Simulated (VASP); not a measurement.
```xyz
3
Lattice="0.0000 2.7158 2.7158 2.7158 0.0000 2.7158 2.7158 2.7158 0.0000" Properties=species:S:1:pos:R:3 pbc="T T T"
Si     1.3579     1.3579     1.3579
Si     4.0737     4.0737     4.0737
Ni     0.0000     0.0000     0.0000
```

Method: PBE GGA, VASP's PBE PAW potentials (set 64) (plane waves; VASP). Numerical set-up: 300 eV cut-off, 11×11×11 Γ-centred mesh, Gaussian smearing of 0.050 eV, potentials Si Ni.

**Question.** Give the energies of bands 2 to 12 at the high-symmetry points, in eV from the Fermi level.

**Answer.** 
| band | Γ | X | U | L | W |
|---|---|---|---|---|---|
| 2 | -5.09 | -7.91 | -8.78 | -9.91 | -8.83 |
| 3 | -5.09 | -7.22 | -7.31 | -4.67 | -6.95 |
| 4 | -5.09 | -4.44 | -4.87 | -4.67 | -6.60 |
| 5 | -3.41 | -4.44 | -4.31 | -3.62 | -3.63 |
| 6 | -3.41 | -3.50 | -3.69 | -3.23 | -3.63 |
| 7 | -0.39 | -3.50 | -3.33 | -3.23 | -3.50 |
| 8 | 1.71 | -3.34 | -2.83 | -1.39 | -3.08 |
| 9 | 1.71 | -3.02 | -2.56 | -1.39 | -2.36 |
| 10 | 1.71 | -0.42 | 0.21 | 1.79 | 2.21 |
| 11 | 2.34 | 1.47 | 3.69 | 1.82 | 2.21 |
| 12 | 2.34 | 7.79 | 4.69 | 1.82 | 4.72 |

It has no gap at this level: it comes out as a metal or semimetal.

The structure comes from a computed database's Si2Ni entry; how it stands against other phases isn't given here. The cell was not relaxed at this level. The run is not spin-polarised, so no magnetic state was tried.
